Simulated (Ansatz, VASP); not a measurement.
# Cross-check of KTaTe3 between VASP and Ansatz, part 2 of 2

Aim: how closely do two programs agree when they are given the same cell, functional and k mesh? The cell is generated by rule, not measured, and may not be a known phase. The cell is taken from a series of runs on this material, whose earlier steps may have relaxed, scaled, displaced or heated it; both programs get it as it stands.

VASP 6.6.1 and Ansatz 0.2.0.

So far: Starting point; VASP: zone-centre phonons, PBEsol.

### 2. VASP: zone-centre phonons, PBEsol (continued)

Level of this step: PBEsol; plane waves and PAW (K_sv, Ta_pv, Te); invented cell (VASP).

Numbers of over 12 decimals in the logs are rounded to 6 here.

Parts of OUTCAR (step 2):

```text
ion  position               nearest neighbor table
   1  0.500  0.500  0.500-
   2  0.000  0.000  0.000-   3 2.72   4 2.72   5 2.72   5 2.72   4 2.72   3 2.72
   3  0.500  0.000  0.000-   2 2.72   2 2.72
   4  0.000  0.500  0.000-   2 2.72   2 2.72
   5  0.000  0.000  0.500-   2 2.72   2 2.72

  LATTYP: Found a simple cubic cell.
 ALAT       =     5.4478105987

 Subroutine GETGRP returns: Found 48 space group operations
 (whereof 48 operations were pure point group operations)

The static configuration has the point symmetry O_h .

 Found     35 irreducible k-points:

   k-points           NKPTS =     35   k-points in BZ     NKDIM =     35   number of bands    NBANDS=     25

   dimension x,y,z NGX =    40 NGY =   40 NGZ =   40
   dimension x,y,z NGXF=    80 NGYF=   80 NGZF=   80

   ENCUT  =  500.0 eV  36.75 Ry    6.06 a.u.   9.93  9.93  9.93*2*pi/ulx,y,z

   NELECT =      38.0000    total number of electrons

 k-points in reciprocal lattice and weights: Automatic mesh
   0.00000000  0.00000000  0.00000000       0.002
   0.12500000  0.00000000  0.00000000       0.012
   0.25000000  0.00000000  0.00000000       0.012
   0.37500000  0.00000000  0.00000000       0.012
   0.50000000  0.00000000  0.00000000       0.006
   0.12500000  0.12500000  0.00000000       0.023
   0.25000000  0.12500000  0.00000000       0.047
   0.37500000  0.12500000  0.00000000       0.047
   0.50000000  0.12500000  0.00000000       0.023
[...]
0.50000000  0.50000000  0.37500000       0.012
   0.50000000  0.50000000  0.50000000       0.002

 average (electrostatic) potential at core
       1 -33.4504       2 -39.4096       3 -89.7390       4 -89.7390       5 -89.7390

  Total        0.0837113      0.0837113      0.0837113      0.0000000     -0.0000000      0.0000000
  in kB        0.8295238      0.8295238      0.8295238      0.0000000     -0.0000000      0.0000000
  external PRESSURE =       0.8295238 kB  Pullay stress =       0.0000000 kB

  energy-cutoff  :      500.00
  volume of cell :      161.68
      direct lattice vectors                 reciprocal lattice vectors
     5.447810599  0.000000000  0.000000000     0.183559979  0.000000000  0.000000000
[...]
POSITION                                       TOTAL-FORCE (eV/Angst)
 -----------------------------------------------------------------------------------
      2.72391      2.72391      2.72391         0.000000      0.000000      0.000000
      0.00000      0.00000      0.00000         0.000000      0.000000      0.000000
      2.72391      0.00000      0.00000         0.000000      0.000000      0.000000
      0.00000      2.72391      0.00000         0.000000      0.000000      0.000000
      0.00000      0.00000      2.72391         0.000000      0.000000      0.000000
 -----------------------------------------------------------------------------------
    total drift:                               -0.000000      0.000000     -0.000000

 Eigenvectors and eigenvalues of the dynamical matrix
 ----------------------------------------------------

   1 f  =    5.462501 THz    34.321908 2PiTHz  182.209433 cm-1    22.591080 meV
             X         Y         Z           dx          dy          dz
      2.723905  2.723905  2.723905    -0.015771   -0.000161    0.000000
      0.000000  0.000000  0.000000     0.467231    0.004771    0.000000
      2.723905  0.000000  0.000000    -0.856446    0.001579    0.000000
      0.000000  2.723905  0.000000     0.154664   -0.008745   -0.000000
      0.000000  0.000000  2.723905     0.154664    0.001579   -0.000000

   2 f  =    5.462501 THz    34.321908 2PiTHz  182.209433 cm-1    22.591080 meV
             X         Y         Z           dx          dy          dz
      2.723905  2.723905  2.723905     0.000000   -0.000000    0.015772
      0.000000  0.000000  0.000000    -0.000000    0.000000   -0.467255
      2.723905  0.000000  0.000000     0.000000    0.000000   -0.154672
      0.000000  2.723905  0.000000    -0.000000   -0.000000   -0.154672
      0.000000  0.000000  2.723905    -0.000000    0.000000    0.856491

   3 f  =    5.462501 THz    34.321908 2PiTHz  182.209433 cm-1    22.591080 meV
             X         Y         Z           dx          dy          dz
      2.723905  2.723905  2.723905    -0.000161    0.015771    0.000000
      0.000000  0.000000  0.000000     0.004771   -0.467231   -0.000000
      2.723905  0.000000  0.000000    -0.008745   -0.154664   -0.000000
      0.000000  2.723905  0.000000     0.001579    0.856446   -0.000000
      0.000000  0.000000  2.723905     0.001579   -0.154664    0.000000

   4 f  =    1.908217 THz    11.989683 2PiTHz   63.651280 cm-1     7.891749 meV
             X         Y         Z           dx          dy          dz
      2.723905  2.723905  2.723905     0.054936    0.023138    0.892974
      0.000000  0.000000  0.000000     0.008105    0.003414    0.131745
      2.723905  0.000000  0.000000    -0.003220   -0.007731   -0.298383
      0.000000  2.723905  0.000000    -0.018357   -0.001356   -0.298383
      0.000000  0.000000  2.723905    -0.018357   -0.007731   -0.052339

   5 f  =    1.908217 THz    11.989683 2PiTHz   63.651280 cm-1     7.891749 meV
             X         Y         Z           dx          dy          dz
      2.723905  2.723905  2.723905     0.815905    0.362910   -0.059598
      0.000000  0.000000  0.000000     0.120375    0.053542   -0.008793
      2.723905  0.000000  0.000000    -0.047822   -0.121265    0.019914
      0.000000  2.723905  0.000000    -0.272630   -0.021271    0.019914
      0.000000  0.000000  2.723905    -0.272630   -0.121265    0.003493

   6 f  =    1.908217 THz    11.989683 2PiTHz   63.651280 cm-1     7.891749 meV
             X         Y         Z           dx          dy          dz
      2.723905  2.723905  2.723905     0.363645   -0.817751   -0.001183
      0.000000  0.000000  0.000000     0.053651   -0.120647   -0.000175
      2.723905  0.000000  0.000000    -0.021314    0.273247    0.000395
      0.000000  2.723905  0.000000    -0.121510    0.047930    0.000395
      0.000000  0.000000  2.723905    -0.121510    0.273247    0.000069

   7 f  =    0.969541 THz     6.091807 2PiTHz   32.340413 cm-1     4.009698 meV
             X         Y         Z           dx          dy          dz
      2.723905  2.723905  2.723905    -0.000000   -0.000000   -0.000000
      0.000000  0.000000  0.000000     0.000000    0.000000    0.000000
      2.723905  0.000000  0.000000    -0.000000   -0.066247   -0.634776
      0.000000  2.723905  0.000000     0.304419    0.000000    0.634776
      0.000000  0.000000  2.723905    -0.304419    0.066247   -0.000000

   8 f  =    0.969541 THz     6.091807 2PiTHz   32.340413 cm-1     4.009698 meV
             X         Y         Z           dx          dy          dz
      2.723905  2.723905  2.723905    -0.000000   -0.000000    0.000000
      0.000000  0.000000  0.000000     0.000000    0.000000    0.000000
      2.723905  0.000000  0.000000     0.000000    0.241947   -0.307668
      0.000000  2.723905  0.000000    -0.588899    0.000000    0.307668
      0.000000  0.000000  2.723905     0.588899   -0.241947    0.000000

   9 f  =    0.969541 THz     6.091807 2PiTHz   32.340413 cm-1     4.009698 meV
             X         Y         Z           dx          dy          dz
      2.723905  2.723905  2.723905     0.000000   -0.000000    0.000000
      0.000000  0.000000  0.000000     0.000000   -0.000000   -0.000000
      2.723905  0.000000  0.000000     0.000000   -0.661115   -0.048989
      0.000000  2.723905  0.000000    -0.246023   -0.000000    0.048989
      0.000000  0.000000  2.723905     0.246023    0.661115   -0.000000

  10 f  =    0.377260 THz     2.370392 2PiTHz   12.584028 cm-1     1.560220 meV
             X         Y         Z           dx          dy          dz
      2.723905  2.723905  2.723905    -0.015025    0.080064    0.341037
      0.000000  0.000000  0.000000     0.030560   -0.162842   -0.693640
      2.723905  0.000000  0.000000     0.010919    0.088957    0.378918
      0.000000  2.723905  0.000000    -0.016694   -0.058183    0.378918
      0.000000  0.000000  2.723905    -0.016694    0.088957   -0.247836

  11 f  =    0.377260 THz     2.370392 2PiTHz   12.584028 cm-1     1.560220 meV
             X         Y         Z           dx          dy          dz
      2.723905  2.723905  2.723905    -0.039395    0.338799   -0.081274
      0.000000  0.000000  0.000000     0.080127   -0.689088    0.165304
      2.723905  0.000000  0.000000     0.028629    0.376432   -0.090301
      0.000000  2.723905  0.000000    -0.043771   -0.246210   -0.090301
      0.000000  0.000000  2.723905    -0.043771    0.376432    0.059063

  12 f  =    0.377260 THz     2.370392 2PiTHz   12.584028 cm-1     1.560220 meV
             X         Y         Z           dx          dy          dz
      2.723905  2.723905  2.723905     0.348087    0.041800    0.005523
      0.000000  0.000000  0.000000    -0.707979   -0.085018   -0.011232
      2.723905  0.000000  0.000000    -0.252960    0.046443    0.006136
      0.000000  2.723905  0.000000     0.386751   -0.030377    0.006136
      0.000000  0.000000  2.723905     0.386751    0.046443   -0.004013

  13 f/i=    0.022861 THz     0.143639 2PiTHz    0.762557 cm-1     0.094545 meV
             X         Y         Z           dx          dy          dz
      2.723905  2.723905  2.723905     0.073166    0.255316   -0.072891
      0.000000  0.000000  0.000000     0.134322    0.468722   -0.133817
      2.723905  0.000000  0.000000     0.118433    0.449275   -0.128265
      0.000000  2.723905  0.000000     0.128749    0.413276   -0.128265
      0.000000  0.000000  2.723905     0.128749    0.449275   -0.117988

  14 f/i=    0.022861 THz     0.143639 2PiTHz    0.762557 cm-1     0.094545 meV
             X         Y         Z           dx          dy          dz
      2.723905  2.723905  2.723905    -0.021862   -0.069558   -0.265587
      0.000000  0.000000  0.000000    -0.040135   -0.127699   -0.487578
      2.723905  0.000000  0.000000    -0.035387   -0.122401   -0.467349
      0.000000  2.723905  0.000000    -0.038470   -0.112593   -0.467349
      0.000000  0.000000  2.723905    -0.038470   -0.122401   -0.429901

  15 f/i=    0.022861 THz     0.143639 2PiTHz    0.762557 cm-1     0.094545 meV
             X         Y         Z           dx          dy          dz
      2.723905  2.723905  2.723905    -0.264615    0.076341    0.001788
      0.000000  0.000000  0.000000    -0.485795    0.140151    0.003282
      2.723905  0.000000  0.000000    -0.428329    0.134337    0.003145
      0.000000  2.723905  0.000000    -0.465640    0.123572    0.003145
      0.000000  0.000000  2.723905    -0.465640    0.134337    0.002893

 ELASTIC MODULI CONTR FROM IONIC RELAXATION (kBar)
 Direction    XX          YY          ZZ          XY          YZ          ZX
 --------------------------------------------------------------------------------
 XX           0.0000      0.0000      0.0000      0.0000      0.0000      0.0000
 YY           0.0000      0.0000      0.0000      0.0000      0.0000      0.0000
 ZZ           0.0000      0.0000      0.0000      0.0000      0.0000      0.0000
 XY           0.0000      0.0000      0.0000      0.0000      0.0000      0.0000
 YZ           0.0000      0.0000      0.0000      0.0000      0.0000      0.0000
 ZX           0.0000      0.0000      0.0000      0.0000      0.0000      0.0000
 --------------------------------------------------------------------------------
```

### 3. Ansatz: zone-centre phonons, PBEsol

Ansatz runs on its default PAW (the set named soft_2) files.

The same cell, functional, mesh and smearing now go to Ansatz, which takes its cutoff from its data sets.

Contents of input.yaml:

```yaml
crystal:
  lattice:
    - [5.4478105987, 0.0, 0.0]
    - [0.0, 5.4478105987, 0.0]
    - [0.0, 0.0, 5.4478105987]
  atoms:
    - { symbol: K, position: [0.5, 0.5, 0.5] }
    - { symbol: Ta, position: [0.0, 0.0, 0.0] }
    - { symbol: Te, position: [0.5, 0.0, 0.0] }
    - { symbol: Te, position: [0.0, 0.5, 0.0] }
    - { symbol: Te, position: [0.0, 0.0, 0.5] }
kpoints:
  mp_grid: { grid: [8, 8, 8] }
hamiltonian:
  xc: pbesol
scf:
  occupations: { method: methfessel_paxton, width: 0.2 }
output:
  eigenvalues: true
phonons:
  method: dfpt
```

Command:

```console
> ansatz run input.yaml --threads 8 --pin off --max-ram 14336MiB --backend cpu --events-out ev --progress --plain --runs-dir out
```

What it wrote:

```text
zone centre: on kpoints.mp_grid the ground state, and the responses unless they are solved on pairs of k-points, stand on 125 of the mesh's 512 k-points, reduced under 8 symmetry operations, with k and −k counted as one. Each operation leaves every solved displacement unchanged or reverses it
Engine: ansatz 0.2.0, aarch64-unknown-linux-gnu
Pseudopotentials: kind: paw
Pseudopotential: K, paw, valence charge 9, recommended cutoff 420 eV (normal), K.paw.azcp
Pseudopotential: Ta, paw, valence charge 13, recommended cutoff 420 eV (normal), Ta.paw.azcp
Pseudopotential: Te, paw, valence charge 16, recommended cutoff 420 eV (normal), Te.paw.azcp
Functional definition: PBEsol
  exchange = pbesol_x
  correlation = pbesol_c
Crystal: 5 atoms, lattice volume = 161.684 Å³
Basis set: ecut = 420 eV, 3119 PW (Γ), exchange–correlation on 80×80×80 points (8 copies of the dense FFT grid, shifted against one another)
Bands: 42, of which v1, the nominal top of the filled ones, is band 35 counted from 1 (34 counted from 0)
Symmetry: 48 space group operations
k-points: 125 of 512 (irreducible under 8 space group operations)
Non-local potential: K, projectors of the file, l = 0: 3, l = 1: 2, l = 2: 2
Non-local potential: Ta, projectors of the file, l = 0: 3, l = 1: 2, l = 2: 2, l = 3: 1
Non-local potential: Te, projectors of the file, l = 0: 2, l = 1: 2, l = 2: 2, l = 3: 2
PAW form: soft (Blöchl's): semilocal exchange-correlation on the pseudo side does not see the compensation charge
PAW frozen core: K, regenerated for the run's functional, and the local potential with it (the file was generated under x = pbe(κ = 0.804, μ = 0.219515), c = pbe(β = 0.066725))
PAW frozen core: Ta, regenerated for the run's functional, and the local potential with it (the file was generated under x = pbe(κ = 0.804, μ = 0.219515), c = pbe(β = 0.066725))
PAW frozen core: Te, regenerated for the run's functional, and the local potential with it (the file was generated under x = pbe(κ = 0.804, μ = 0.219515), c = pbe(β = 0.066725))
PAW one-centre angular grid: K, 110 points (default); XC on 64 Gauss nodes
PAW one-centre angular grid: Ta, 590 points (default); XC on 64 Gauss nodes
PAW one-centre angular grid: Te, 590 points (default); XC on 64 Gauss nodes
Initial density: superposition of atomic densities (neutral atoms: chi_scale 0, normalization atom), corrected by the library's trained network
Initial wavefunctions: pseudopotential atomic-orbital guess
Functional: x = pbesol(κ = 0.804, μ = 0.123457), c = pbesol(β = 0.046)
SCF iter   1: F=—  HF=-32028.555702 eV  |F-HF|=—  |Δ(HF+E_count)|=         —  Δρ=2.36e-3  dr2=7.71e-3  ethr=1.77e-3  ⟨swp⟩=7.1  Hψ=21776  notcnv=0
preconditioner: auto → LDOS  [metal: Δε(μ)=0.021 eV  Ē_g=9.025 eV  σ=0.200 eV  W_gap=0.09  n_scr=32 (ndim 8)  ℏωp=16.0 eV  f_vac=0.043  D(μ)=5.01/eV (n_scr^D=32)  β→1.0]
SCF iter   2: F=—  HF=-32028.554294 eV  |F-HF|=—  |Δ(HF+E_count)|=   1.41e-3  S|Δr|=    0.00e0  Δρ=7.51e-4  dr2=1.32e-3  ethr=1.10e-5  ⟨swp⟩=2.1  Hψ=10670  notcnv=0  defer=3
SCF iter   3: F=—  HF=-32028.554101 eV  |F-HF|=—  |Δ(HF+E_count)|=   1.92e-4  S|Δr|=    0.00e0  Δρ=2.62e-4  dr2=1.51e-4  ethr=1.88e-6  ⟨swp⟩=2.0  Hψ=9112  notcnv=0  defer=3
SCF iter   4: F=—  HF=-32028.554055 eV  |F-HF|=—  |Δ(HF+E_count)|=   4.62e-5  S|Δr|=    0.00e0  Δρ=9.97e-5  dr2=1.22e-5  ethr=2.16e-7  ⟨swp⟩=2.1  Hψ=9188  notcnv=0  defer=3
SCF iter   5: F=—  HF=-32028.554054 eV  |F-HF|=—  |Δ(HF+E_count)|=   1.47e-6  S|Δr|=    0.00e0  Δρ=2.91e-5  dr2=1.02e-6  ethr=1.74e-8  ⟨swp⟩=2.0  Hψ=9464  notcnv=0  defer=3
SCF iter   6: F=—  HF=-32028.554052 eV  |F-HF|=—  |Δ(HF+E_count)|=   1.21e-6  S|Δr|=    0.00e0  Δρ=6.43e-6  dr2=6.06e-8  ethr=1.46e-9  ⟨swp⟩=2.3  Hψ=7394  notcnv=0  defer=3
SCF iter   7: F=—  HF=-32028.554052 eV  |F-HF|=—  |Δ(HF+E_count)|=   1.09e-8  S|Δr|=    0.00e0  Δρ=1.19e-6  dr2=3.02e-9  ethr=8.66e-11  ⟨swp⟩=2.0  Hψ=7106  notcnv=0  defer=3
SCF iter   8: F=—  HF=-32028.554052 eV  |F-HF|=—  |Δ(HF+E_count)|=  3.67e-10  S|Δr|=    0.00e0  Δρ=2.07e-7  dr2=5.60e-11  ethr=4.31e-12  ⟨swp⟩=2.9  Hψ=10168  notcnv=0  defer=3
SCF iter   9: F=-32028.554052 eV  HF=-32028.554052 eV  |F-HF|=3.64e-12  |Δ(HF+E_count)|=  1.82e-11  S|Δr|=    0.00e0  Δρ=2.79e-8  dr2=1.03e-12  ethr=1.00e-12  ⟨swp⟩=11.6  Hψ=29833  notcnv=0
SCF 1 converged in 9 iterations: F = -32028.554052 eV  dr2 = 1.03e-12
  greatest PAW one-centre occupation: 1.000 electrons in one spin orbital (limit 2), on the Ta atom at site 1 (counted from 0), in its partial waves of l = 0
DFPT response loops at Γ: preconditioner auto → Kerker (q_TF=auto, 2.373 Å⁻¹) (partly filled bands, converged f_vac=0.037); β = 1.00, the filter's whole step (`scf.mixing.beta` (0.50) is not read by the response loops under this deck's `scf.mixing.preconditioner`; to damp them name `kerker` or `kerker_dos`, under which they read `scf.mixing.beta`, and type it under 1.00, their step now; both keys bind the ground state too); Broyden in place of MSR1
SCF converged after 9 iterations
Stability not checked: this state was not tested for a lower state beside it, because cold or Methfessel-Paxton smearing, or corrected tetrahedra, fill the levels in a way that the test cannot read (fill_not_monotonic; see scf.lower_state_search)
Free energy (F): -32028.554052 eV
Harris-Foulkes:  -32028.554052 eV  (|F-HF|=3.64e-12)
Internal energy: -32028.527254 eV  (E = F + TS)
E sigma→0 (E₀):  -32028.547353 eV
Entropy (-TS):   -0.026799 eV (-5.360 meV/atom)
Fermi energy:    8.396933 eV
--- Per-component energies (eV) ---
  E_band       = -1124.489647
  E_kinetic    = 1163.306913
  E_local      = -6011.612871  (includes V_loc(G=0)·N_el)
  E_nonlocal   = -892.120347
  E_hartree    = 3291.512499
  E_xc         = -720.250741
  E_vxc        = -679.651676  (∫ρ·V_xc dr)
  E_paw        = -22789.649256  (= ΣΔE_a)
  E_vpaw       = -1287.436234  (= ΣTr[D̂ρ^β])
  E_aug_tail   = -0.000416  (compensation charges beyond the density's cutoff)
  E_ewald      = -6071.159012
  E_core_change = 1.445977  (= ΣΔE_core)
  E_smearing   = -0.026799  (= −TS)
  E_closure    = 0.000000  (closes the sum)
  Σ components = -32028.554052   (vs F -32028.554052, Δ=0.00e0)
--- Band table (eV; the first three rows and the last of 125) ---
  k-point 0: bands = [... 31 lower, 7.2235, 7.4611, 7.4611, 7.4611, 8.0994, 8.0994, 8.0994, 9.4094, ... 3 higher]
  k-point 1: bands = [... 31 lower, 7.1140, 7.4479, 7.4676, 7.7075, 7.7075, 8.4275, 8.4275, 9.4274, ... 3 higher]
  k-point 2: bands = [... 31 lower, 6.6035, 6.8813, 7.4834, 7.7508, 7.7508, 9.0857, 9.0857, 9.4577, ... 3 higher]
  k-point 124: bands = [... 31 lower, 4.2909, 8.7980, 8.7980, 8.7980, 9.7393, 9.7393, 9.7393, 10.5618, ... 3 higher]
--- Phonons (Γ-DFPT): 4 representative perturbations + reference, on 125 of 512 k-points (Σ response iterations 14) ---
  k mesh reduced under 8 symmetry operations, with k and −k counted as one. Each operation leaves every solved displacement unchanged or reverses it
  ASR residual: 3.609e-5 → 0.000e0 eV/Å²; symmetrization residual: 2.006e-5 eV/Å²
  ASR residual per site (eV/Å²): 6.79e-6 3.61e-5 1.94e-5 1.94e-5 1.94e-5
  Γ frequencies (cm⁻¹): 0.00 0.00 0.00 13.68 13.68 13.68 32.55 32.55 32.55 63.00 63.00 63.00 181.66 181.66 181.66
  non-analytic LO–TO correction: not included (Born effective charges unavailable; polar crystals: no LO–TO splitting at Γ)
```

In the SCF lines HF is the Harris–Foulkes energy and dr2 the Hartree energy of the density residual, in eV; the loop may stop once dr2 is under the threshold and the program's other checks hold. Hψ counts applications of the Hamiltonian.

### 4. Differences

Known differences besides the potentials themselves: the data sets hold 70 valence electrons in Ansatz (on its default PAW (the set named soft_2) files) and 38 in VASP; the cutoff is 420 eV in Ansatz and 500 eV in VASP; Ansatz makes its cores anew for this functional, VASP keeps those of its PBE data sets. Total energies have different zeros and are not compared.

The two programs side by side:

```csv
quantity,Ansatz,VASP,difference
optical mode 1 to 3 (cm⁻¹),13.7,12.6,+1.1
optical mode 4 to 6 (cm⁻¹),32.5,32.3,+0.2
optical mode 7 to 9 (cm⁻¹),63.0,63.7,-1.02 %
optical mode 10 to 12 (cm⁻¹),181.7,182.2,-0.30 %
```

Modes are paired by rising frequency, not by their patterns, so a pair may set unlike modes beside each other; they are those without the splitting of longitudinal modes.

### 5. Outcome

| Property | Result |
| --- | --- |
| r.m.s. difference of the optical zone-centre modes, each program's sorted by frequency (zone-centre phonons, PBEsol) | 0.70 cm⁻¹ |
| difference in optical mode 7 to 9 (zone-centre phonons, PBEsol) | -1.0 % |

What this shows: The r.m.s. difference of the optical zone-centre modes, each program's sorted by frequency is 0.70 cm⁻¹ (zone-centre phonons, PBEsol). The data sets hold unlike numbers of valence electrons (70 in Ansatz and 38 in VASP), so part of the differences comes from the potentials. Among the rows given in per cent, the largest difference of the zone-centre phonons, PBEsol pair is in optical mode 7 to 9, -1.0 %. How closely two codes agree says nothing of how well the functional describes the real material.

[Lines on the potential files, build, host, timing and source positions are cut from VASP's logs without a mark.]

[Logs are printed without paths, hosts, clocks, repeated set-up lines and the standing remarks that a program may print on its own settings, such as how far it seeks lower states.]

[Hosts, paths, dates, database ids (printed as entryN), source tags and the programs' standing remarks are cut or masked in the printed files.]
